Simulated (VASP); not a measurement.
Data:

```
NbN
1.0
    0.00000     2.14490     2.14490
    2.14490     0.00000     2.14490
    2.14490     2.14490     0.00000
Nb N
1 1
Direct
  0.00000   0.00000   0.00000
  0.50000   0.50000   0.50000
```

All values below come from PBEsol GGA, VASP's PBE PAW potentials (set 64) (plane waves; VASP). Settings: 600 eV cut-off, 14×14×14 Γ-centred mesh, first-order Methfessel-Paxton smearing of 0.10 eV, potentials Nb_sv N.

Q: What does the run give for the energy per atom (σ→0), pressure, band gap (on the k-mesh) with the smallest direct gap where there is one?

A: 
* **band gap (on the k-mesh)**: none (metal, semimetal or under 0.01 eV)
* **energy per atom (σ→0)**: -1052.4 kJ/mol of atoms
* **pressure**: 23.21 GPa

The absolute energy has meaning only against runs of the same code, potentials and settings.

The compound is NbN in the rock salt structure, the cubic δ form, which competes with hexagonal ones. This cell was strained or had an atom moved on purpose. VASP warned that the highest band is occupied, so more bands are needed.
